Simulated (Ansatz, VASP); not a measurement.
**MgS (Niningerite) in two plane-wave programs**

One calculation is typed for both programs; each brings its own data sets. How far apart do they land? The cell is taken from a series of runs on this material, whose earlier steps may have relaxed, scaled, displaced or heated it; both programs get it as it stands.

Method: plane waves, with VASP 6.6.1 beside it; relaxation of cell and atoms at RPBE, in Ansatz 0.2.0.

### 1. The structure

It takes space group Fm-3m (No. 225, cubic). Conventional cell: a = 5.280 Å, b = 5.280 Å, c = 5.280 Å, α = 90.00°, β = 90.00°, γ = 90.00°. Mg has 6 S at 2.64 Å nearest. S has 6 Mg at 2.64 Å nearest. Farther neighbours and most contacts between anions are not listed.

### 2. VASP: relaxation of cell and atoms, RPBE

The relaxed volume is the usual yardstick between codes: in a stiff, nearly cubic crystal its relative difference is about their pressure difference at one cell divided by the bulk modulus.

Lines of VASP's logs that name or quote its potential files are left out, and so is its time.

Contents of INCAR:

```
SYSTEM = MgS
PREC = Accurate
ENCUT = 600
EDIFF = 1E-07
NELM = 120
ISMEAR = 0
SIGMA = 0.01
LREAL = .FALSE.
ALGO = Normal
GGA = RP
NBANDS = 10
LORBIT = 11
LWAVE = .FALSE.
LCHARG = .FALSE.
ISIF = 3
IBRION = 2
NSW = 80
EDIFFG = -0.005
LASPH = .TRUE.
GGA_COMPAT = .FALSE.
NELMIN = 4
EFERMI = MIDGAP
```

Contents of POSCAR:

```
MgS
1.0
    0.0000000000      2.6398180000      2.6398180000
    2.6398180000      0.0000000000      2.6398180000
    2.6398180000      2.6398180000      0.0000000000
Mg S
1 1
Direct
    0.0000000000      0.0000000000      0.0000000000
    0.5000000000      0.5000000000      0.5000000000
```

Contents of KPOINTS:

```
Automatic mesh
0
Gamma
8 8 8
0 0 0
```

The projector-augmented-wave data sets are Mg and S (PBE family, release 64).

Launch:

```
$ mpirun -np 1 vasp_std
```

Numbers of over 12 decimals in the logs are rounded to 6 here.

The program printed:

```text
[banner, memory and clock lines left out]
running    1 mpi-ranks, on    1 nodes
 distrk:  each k-point on    1 cores,    1 groups
 distr:  one band on    1 cores,    1 groups

 POSCAR found type information on POSCAR MgS
 POSCAR found :  2 types and       2 ions
|                                                                             |
|               ----> ADVICE to this user running VASP <----                  |
|                                                                             |
|     You enforced a specific xc type in the INCAR file but a different       |
|     [... a line on the potential file left out ...]
|     I HOPE YOU KNOW WHAT YOU ARE DOING!                                     |
|                                                                             |

 LDA part: xc-table for (Slater+PW92), standard interpolation
 POSCAR, INCAR and KPOINTS ok, starting setup
 FFT: planning ... GRIDC
 FFT: planning ... GRID_SOFT
 FFT: planning ... GRID
 WAVECAR not read
 entering main loop
       N       E                     dE             d eps       ncg     rms          rms(c)
DAV:   1     0.253339784810E+02    0.25334E+02   -0.39383E+03   588   0.730E+02
DAV:   2    -0.681396354850E+01   -0.32148E+02   -0.30995E+02   736   0.111E+02
DAV:   3    -0.837681219143E+01   -0.15628E+01   -0.15605E+01   762   0.266E+01
DAV:   4    -0.838466660806E+01   -0.78544E-02   -0.78533E-02   686   0.214E+00
DAV:   5    -0.838473333418E+01   -0.66726E-04   -0.66726E-04   718   0.199E-01    0.491E+00
DAV:   6    -0.801172223694E+01    0.37301E+00   -0.84669E-01   622   0.389E+00    0.387E+00
DAV:   7    -0.797358321518E+01    0.38139E-01   -0.24580E-01   662   0.234E+00    0.250E+00
DAV:   8    -0.797598657232E+01   -0.24034E-02   -0.21331E-02   632   0.100E+00    0.107E+00
DAV:   9    -0.797571964642E+01    0.26693E-03   -0.84981E-04   632   0.187E-01    0.394E-01
DAV:  10    -0.797577813875E+01   -0.58492E-04   -0.30530E-04   670   0.909E-02    0.549E-02
DAV:  11    -0.797577794707E+01    0.19168E-06   -0.37366E-05   672   0.308E-02    0.383E-02
DAV:  12    -0.797577727541E+01    0.67166E-06   -0.42708E-06   706   0.115E-02    0.333E-03
DAV:  13    -0.797577727085E+01    0.45604E-08   -0.80692E-08   622   0.198E-03
   1 F= -.79757773E+01 E0= -.79757773E+01  d E =-.797578E+01
 curvature:   0.00 expect dE= 0.000E+00 dE for cont linesearch  0.000E+00
 trial: gam= 0.00000 g(F)=  0.592E-61 g(S)=  0.356E-03 ort = 0.000E+00 (trialstep = 0.100E+01)
 search vector abs. value=  0.356E-03
 bond charge predicted
       N       E                     dE             d eps       ncg     rms          rms(c)
DAV:   1    -0.797665284062E+01   -0.87557E-03   -0.14159E-02   592   0.641E-01    0.230E-01
DAV:   2    -0.797599811199E+01    0.65473E-03   -0.16293E-03   618   0.184E-01    0.800E-02
DAV:   3    -0.797592750022E+01    0.70612E-04   -0.42801E-04   628   0.987E-02    0.624E-02
DAV:   4    -0.797592782774E+01   -0.32752E-06   -0.31932E-06   618   0.131E-02    0.559E-02
DAV:   5    -0.797593188872E+01   -0.40610E-05   -0.21072E-06   610   0.106E-02    0.929E-03
DAV:   6    -0.797593155064E+01    0.33808E-06   -0.37442E-08   324   0.150E-03    0.509E-03
DAV:   7    -0.797593143359E+01    0.11705E-06   -0.58555E-09   308   0.577E-04    0.738E-04
DAV:   8    -0.797593142819E+01    0.53909E-08   -0.25060E-09   308   0.259E-04
   2 F= -.79759314E+01 E0= -.79759314E+01  d E =-.154157E-03
 trial-energy change:   -0.000154  1 .order   -0.000150   -0.000356    0.000056
 step:   0.8708(harm=  0.8642)  dis= 0.00000  next Energy=    -7.975935 (dE=-0.158E-03)
 bond charge predicted
       N       E                     dE             d eps       ncg     rms          rms(c)
DAV:   1    -0.797594734405E+01   -0.15910E-04   -0.23641E-04   590   0.827E-02    0.296E-02
DAV:   2    -0.797593697600E+01    0.10368E-04   -0.27344E-05   618   0.239E-02    0.104E-02
DAV:   3    -0.797593553322E+01    0.14428E-05   -0.71626E-06   630   0.128E-02    0.796E-03
DAV:   4    -0.797593541401E+01    0.11921E-06   -0.50573E-08   370   0.170E-03    0.693E-03
DAV:   5    -0.797593467823E+01    0.73579E-06   -0.41372E-08   308   0.152E-03    0.811E-04
DAV:   6    -0.797593471065E+01   -0.32418E-07   -0.20272E-09   304   0.383E-04
   3 F= -.79759347E+01 E0= -.79759347E+01  d E =-.157440E-03
 curvature:  -0.43 expect dE=-0.665E-08 dE for cont linesearch -0.665E-08
 trial: gam= 0.00000 g(F)=  0.458E-61 g(S)=  0.154E-07 ort =-0.234E-05 (trialstep = 0.974E+00)
 search vector abs. value=  0.155E-07
 reached required accuracy - stopping structural energy minimisation
```

Parts of OUTCAR (step 2):

```text
ion  position               nearest neighbor table
   1  0.000  0.000  0.000-   2 2.64   2 2.64   2 2.64   2 2.64   2 2.64   2 2.64
   2  0.500  0.500  0.500-   1 2.64   1 2.64   1 2.64   1 2.64   1 2.64   1 2.64

  LATTYP: Found a face centered cubic cell.
 ALAT       =     5.2796360000

 Subroutine GETGRP returns: Found 48 space group operations
 (whereof 48 operations were pure point group operations)

The static configuration has the point symmetry O_h .

 Found     29 irreducible k-points:

   k-points           NKPTS =     29   k-points in BZ     NKDIM =     29   number of bands    NBANDS=     10

   dimension x,y,z NGX =    30 NGY =   30 NGZ =   30
   dimension x,y,z NGXF=    60 NGYF=   60 NGZF=   60

   ENCUT  =  600.0 eV  44.10 Ry    6.64 a.u.   7.46  7.46  7.46*2*pi/ulx,y,z

   NELECT =       8.0000    total number of electrons

 k-points in reciprocal lattice and weights: Automatic mesh
   0.00000000  0.00000000  0.00000000       0.002
   0.12500000  0.00000000  0.00000000       0.016
   0.25000000  0.00000000  0.00000000       0.016
   0.37500000  0.00000000  0.00000000       0.016
   0.50000000  0.00000000  0.00000000       0.008
   0.12500000  0.12500000  0.00000000       0.012
   0.25000000  0.12500000  0.00000000       0.047
   0.37500000  0.12500000  0.00000000       0.047
   0.50000000  0.12500000  0.00000000       0.047
[...]
-0.37500000  0.50000000  0.12500000       0.023
  -0.25000000  0.50000000  0.25000000       0.012

 average (electrostatic) potential at core
       1 -37.5529       2 -86.4213

 E-fermi :   4.8889

 k-point     1 :       0.0000    0.0000    0.0000
  band No.  band energies     occupation
      1      -8.9608      2.00000
      2       3.4745      2.00000
      3       3.4745      2.00000
      4       3.4745      2.00000
      5       7.0393      0.00000
      6      11.4914      0.00000
      7      11.4914      0.00000
      8      11.4914      0.00000
      9      13.7949      0.00000
    ...

 k-point     2 :       0.1250    0.0000    0.0000
  band No.  band energies     occupation
      1      -8.8201      2.00000
      2       2.4728      2.00000
      3       3.3819      2.00000
      4       3.3819      2.00000
      5       7.8379      0.00000
      6      11.1548      0.00000
      7      11.7209      0.00000
      8      11.7209      0.00000
      9      13.1638      0.00000
    ...

 k-point     3 :       0.2500    0.0000    0.0000
  band No.  band energies     occupation
      1      -8.4417      2.00000
      2       0.7988      2.00000
      3       3.1788      2.00000
      4       3.1788      2.00000
      5       8.3941      0.00000
      6      11.3115      0.00000
      7      11.3115      0.00000
      8      11.6546      0.00000
      9      13.7373      0.00000
    ...

  Total        0.0004616      0.0004616      0.0004616      0.0000000     -0.0000000      0.0000000
  in kB        0.0201910      0.0201910      0.0201910      0.0000000     -0.0000000      0.0000000
  external PRESSURE =       0.0201910 kB  Pullay stress =       0.0000000 kB

  energy-cutoff  :      600.00
  volume of cell :       36.63
      direct lattice vectors                 reciprocal lattice vectors
     0.000000000  2.635927491  2.635927491    -0.189686553  0.189686553  0.189686553
     2.635927491  0.000000000  2.635927491     0.189686553 -0.189686553  0.189686553
     2.635927491  2.635927491  0.000000000     0.189686553  0.189686553 -0.189686553

 POSITION                                       TOTAL-FORCE (eV/Angst)
 -----------------------------------------------------------------------------------
      0.00000      0.00000      0.00000         0.000000     -0.000000     -0.000000
      2.63593      2.63593      2.63593        -0.000000      0.000000      0.000000
 -----------------------------------------------------------------------------------
    total drift:                               -0.000000     -0.000000      0.000000

  FREE ENERGIE OF THE ION-ELECTRON SYSTEM (eV)
  ---------------------------------------------------
  free  energy   TOTEN  =        -7.9759347106 eV

  energy  without entropy=       -7.9759347106  energy(sigma->0) =       -7.97593471

 reached required accuracy - stopping structural energy minimisation

 total charge
# of ion       s       p       d       tot
------------------------------------------
    1        0.129   0.116   0.035   0.281
    2        1.316   2.499   0.000   3.815
--------------------------------------------------
tot          1.445   2.616   0.035   4.096

[... 3 further parts left out ...]
```

CONTCAR:

```
MgS
   1.00000000000000
     0.0000000000000000    2.6359274912566892    2.6359274912566892
     2.6359274912566892    0.0000000000000000    2.6359274912566892
     2.6359274912566892    2.6359274912566892    0.0000000000000000
  Mg              S
     1     1
Direct
     0.0000000000000000    0.0000000000000000    0.0000000000000000
     0.5000000000000000    0.5000000000000000    0.5000000000000000
```

### 3. Ansatz: relaxation of cell and atoms, RPBE

Ansatz runs on its default PAW (the set named soft_2) files.

The same cell, functional and mesh now go to Ansatz, which takes its cutoff from its data sets.

Contents of input.yaml:

```yaml
crystal:
  lattice:
    - [0.0, 2.6398179788, 2.6398179788]
    - [2.6398179788, 0.0, 2.6398179788]
    - [2.6398179788, 2.6398179788, 0.0]
  atoms:
    - { symbol: Mg, position: [0.0, 0.0, 0.0] }
    - { symbol: S, position: [0.5, 0.5, 0.5] }
kpoints:
  mp_grid: { grid: [8, 8, 8] }
hamiltonian:
  xc: rpbe
scf:
  occupations: { method: fixed }
output:
  forces: true
  stress: true
  eigenvalues: true
relax:
  adjacent_minimum: "off"
  f_tol: 0.001
  max_steps: 60
  cell: { stress_tol: 0.01 }
```

Launch:

```
$ ansatz run input.yaml --threads 4 --pin off --max-ram 7168MiB --backend cpu --events-out ev --progress --plain --runs-dir out
```

The program printed:

```text
Engine: ansatz 0.2.0, x86_64-unknown-linux-gnu
Pseudopotentials: kind: paw
Pseudopotential: Mg, paw, valence charge 10, recommended cutoff 420 eV (normal), Mg.paw.azcp
Pseudopotential: S, paw, valence charge 6, recommended cutoff 420 eV (normal), S.paw.azcp
Functional definition: RPBE
  parameter kappa = 0.804
  parameter beta = 0.066725
  exchange = rpbe_x(kappa = kappa, mu = beta*pi^2/3)
  correlation = pbe_c(beta = beta)
Crystal: 2 atoms, lattice volume = 36.792 Å³
Basis set: ecut = 420 eV, 725 PW (Γ), exchange–correlation on 50×50×50 points (8 copies of the dense FFT grid, shifted against one another)
Bands: 12, of which v1, the nominal top of the filled ones, is band 8 counted from 1 (7 counted from 0)
Symmetry: 48 space group operations
Space group: Fm-3m (ITA 225), of the structure as read, at distance tolerance 3.3e-5 Å
k-points: 29 of 512
Non-local potential: Mg, projectors of the file, l = 0: 3, l = 1: 2, l = 2: 1
Non-local potential: S, projectors of the file, l = 0: 2, l = 1: 2, l = 2: 2
PAW form: soft (Blöchl's): semilocal exchange-correlation on the pseudo side does not see the compensation charge
PAW frozen core: Mg, regenerated for the run's functional, and the local potential with it (the file was generated under x = pbe(κ = 0.804, μ = 0.219515), c = pbe(β = 0.066725))
PAW frozen core: S, regenerated for the run's functional, and the local potential with it (the file was generated under x = pbe(κ = 0.804, μ = 0.219515), c = pbe(β = 0.066725))
PAW one-centre angular grid: Mg, 110 points (default); XC on 64 Gauss nodes
PAW one-centre angular grid: S, 110 points (default); XC on 64 Gauss nodes
Initial density: superposition of atomic densities (neutral atoms: chi_scale 0, normalization atom), corrected by the library's trained network
Initial wavefunctions: pseudopotential atomic-orbital guess
Functional: x = rpbe, c = pbe(β = 0.066725)
SCF iter   1: F=—  HF=-2834.978998 eV  |F-HF|=—  |Δ(HF+E_count)|=         —  Δρ=2.71e-3  dr2=1.73e-3  ethr=1.77e-3  ⟨swp⟩=5.7  Hψ=1883  notcnv=0  defer=46
preconditioner: auto → none  [insulator: Δε(μ)=2.863 eV  Ē_g=11.591 eV  n_scr=8 (ndim 8)  ℏωp=17.3 eV  f_vac=0.000  ε∞_Penn≈3.2]
SCF iter   2: F=—  HF=-2834.978432 eV  |F-HF|=—  |Δ(HF+E_count)|=   5.66e-4  Δρ=1.07e-3  dr2=2.25e-4  ethr=1.08e-5  ⟨swp⟩=2.8  Hψ=859  notcnv=0  defer=54
SCF iter   3: F=—  HF=-2834.978477 eV  |F-HF|=—  |Δ(HF+E_count)|=   4.43e-5  Δρ=2.78e-4  dr2=3.31e-5  ethr=1.41e-6  ⟨swp⟩=2.8  Hψ=618  notcnv=0  defer=52
SCF iter   4: F=—  HF=-2834.978507 eV  |F-HF|=—  |Δ(HF+E_count)|=   3.08e-5  Δρ=6.05e-5  dr2=8.97e-7  ethr=2.07e-7  ⟨swp⟩=2.1  Hψ=426  notcnv=0  defer=35
iter 5 did not close the SCF: its close was put off for the readings that it lacked (scf_convergence_deferred on its scf_iter line)
SCF iter   5: F=-2834.978508 eV  HF=-2834.978508 eV  |F-HF|=9.00e-9  |Δ(HF+E_count)|=   9.43e-7  Δρ=5.88e-6  dr2=6.51e-9  ethr=5.61e-9  ⟨swp⟩=2.7  Hψ=552  notcnv=0  defer=46
SCF iter   6: F=-2834.978508 eV  HF=-2834.978508 eV  |F-HF|=2.28e-10  |Δ(HF+E_count)|=   1.18e-8  Δρ=9.31e-7  dr2=4.26e-10  ethr=4.07e-11  ⟨swp⟩=4.0  Hψ=1695  notcnv=0
SCF 1 converged in 6 iterations: F = -2834.978508 eV  dr2 = 4.26e-10
  greatest PAW one-centre occupation: 1.000 electrons in one spin orbital (limit 2), on the Mg atom at site 0 (counted from 0), in its partial waves of l = 0
relax step   1: F+E_penalty+E_count = -2834.97850836 eV  Δ(F+E_penalty+E_count) = +0.000e0 eV  max|allowed force component| = 2.367e-30 eV/Å  Δτ_max = 0.0000 Å  P = +0.033 GPa  Ω = 36.792 Å³  (6 SCF iters, dr2 threshold 1.00e-7 eV, accepted)
[...]
relax step   2: F+E_penalty+E_count = -2834.97850954 eV  Δ(F+E_penalty+E_count) = -1.172e-6 eV  max|allowed force component| = 3.221e-30 eV/Å  Δτ_max = 0.0000 Å  P = +0.003 GPa  Ω = 36.808 Å³  energy of the carried Pulay correction = -6.216e-7 eV  (3 SCF iters, dr2 threshold 2.74e-9 eV, accepted)
[...]
relax step   3: F+E_penalty+E_count = -2834.97850954 eV  Δ(F+E_penalty+E_count) = -8.117e-10 eV  max|allowed force component| = 9.992e-30 eV/Å  Δτ_max = 0.0000 Å  P = +0.003 GPa  Ω = 36.808 Å³  stress off target by 3.13e-3 GPa  SCF on the basis re-selected at this cell (its energy is not comparable with the rows above)  (7 SCF iters)
basis re-selected at this cell: Δ(F+E_penalty+E_count) = -8.117e-10 eV, ΔP = -0.000 GPa vs the last step (what re-selecting the basis moved, of the pressure what is left beyond the Pulay correction that the steps carried, after the strain that the cell walked since its last selection, with what the two solves' SCF thresholds leave and, on support functions, any second-order correction that the steps lacked; it is no  [...]
SCF converged after 7 iterations
Free energy (F): -2834.978510 eV
Harris-Foulkes:  -2834.978510 eV  (|F-HF|=9.09e-13)
Internal energy: -2834.978510 eV  (E = F + TS)
E sigma→0 (E₀):  -2834.978510 eV
Fermi energy:    5.985820 eV
--- Per-component energies (eV) ---
  E_band       = -338.293083
  E_kinetic    = 184.066919
  E_local      = -1687.553040  (includes V_loc(G=0)·N_el)
  E_nonlocal   = 122.876701
  E_hartree    = 600.701425
  E_xc         = -127.542762
  E_vxc        = -126.290558  (∫ρ·V_xc dr)
  E_paw        = -898.964715  (= ΣΔE_a)
  E_vpaw       = -32.795964  (= ΣTr[D̂ρ^β])
  E_aug_tail   = -0.000003  (compensation charges beyond the density's cutoff)
  E_ewald      = -1028.500925
  E_core_change = -0.062110  (= ΣΔE_core)
  E_smearing   = -0.000000  (= −TS)
  E_closure    = 0.000000  (closes the sum)
  Σ components = -2834.978510   (vs F -2834.978510, Δ=0.00e0)
--- Forces (eV/Å), atoms counted from 1 ---
  atom   1  Mg     0.00000000    -0.00000000    -0.00000000
  atom   2  S     -0.00000000     0.00000000     0.00000000
  max |Σ_I F_I| component: 1.37e-29 eV/Å
--- Stress (GPa, compression-positive) ---
        0.003130       0.000000      -0.000000
       -0.000000       0.003130       0.000000
       -0.000000       0.000000       0.003130
  P = ⅓ Tr σ = 0.0031 GPa (0.031 kbar)
--- Band table (eV; the first three rows and the last of 29) ---
  k-point 0: bands = [... 4 lower, -6.4230, 5.9858, 5.9858, 5.9858, 9.5366, 13.9841, 13.9841, 13.9841]
  k-point 1: bands = [... 4 lower, -6.2826, 4.9900, 5.8941, 5.8941, 10.3341, 13.6506, 14.2115, 14.2115]
  k-point 2: bands = [... 4 lower, -5.9054, 3.3262, 5.6925, 5.6925, 10.8985, 13.8121, 13.8121, 14.1412]
  k-point 28: bands = [... 4 lower, -4.8604, 2.9745, 2.9745, 3.7882, 11.1882, 13.9144, 13.9144, 13.9945]
--- Relaxed structure (2 steps of the walk, 2 accepted, 1 SCFs on fresh bases) ---
  F+E_penalty+E_count = -2834.97850954 eV   max|allowed force component| = 9.992e-30 eV/Å   (the final SCF, on the basis selected at the relaxed cell)
  cell:  # Å, volume = 36.8078 Å³
    - [0, 2.640198, 2.640198]
    - [2.640198, 0, 2.640198]
    - [2.640198, 2.640198, 0]
  atoms:
    - { symbol: Mg, position: [0, 0, 0] }
    - { symbol: S, position: [0.500000, 0.500000, 0.500000] }
```

Reading the cycles: dr2 is the Hartree energy of the density residual (eV), the measure of convergence; HF is the Harris–Foulkes estimate of the energy, which meets the free energy F at convergence.

### 4. Side by side

Known differences besides the potentials themselves: fixed occupations in Ansatz, narrow Gaussian smearing in VASP; the data sets hold 16 valence electrons in Ansatz (on its default PAW (the set named soft_2) files) and 8 in VASP; the cutoff is 420 eV in Ansatz and 600 eV in VASP; Ansatz makes its cores anew for this functional, VASP keeps those of its PBE data sets; Ansatz adds a Pulay correction to the stress that steers its cell, VASP none. Total energies have different zeros and are not compared.

The two programs side by side:

| quantity | Ansatz | VASP | difference |
| --- | --- | --- | --- |
| volume (Å³) | 36.81 | 36.63 | +0.49 % |
| edge a after relaxation, in the typed setting (Å) | 3.734 | 3.728 | +0.16 % |

### 5. Outcome

```json
{"difference in volume (relaxation of cell and atoms, RPBE)": "0.49 %"}
```

In words: The difference in volume is 0.49 % (relaxation of cell and atoms, RPBE), within the 1.2 % picked in this series as the mark of a large difference, as far as the stopping tolerances let one tell. The data sets hold unlike numbers of valence electrons (16 in Ansatz and 8 in VASP), so part of the differences comes from the potentials. Such differences can come from data sets, numerical settings and the points named under the comparisons, not from the functional's error against experiment.

[Lines on the potential files, build, host, timing and source positions are cut from VASP's logs without a mark.]

[Logs are printed without paths, hosts, clocks, repeated set-up lines and the standing remarks that a program may print on its own settings, such as how far it seeks lower states.]

[Hosts, paths, dates, database ids (printed as entryN), source tags and the programs' standing remarks are cut or masked in the printed files.]
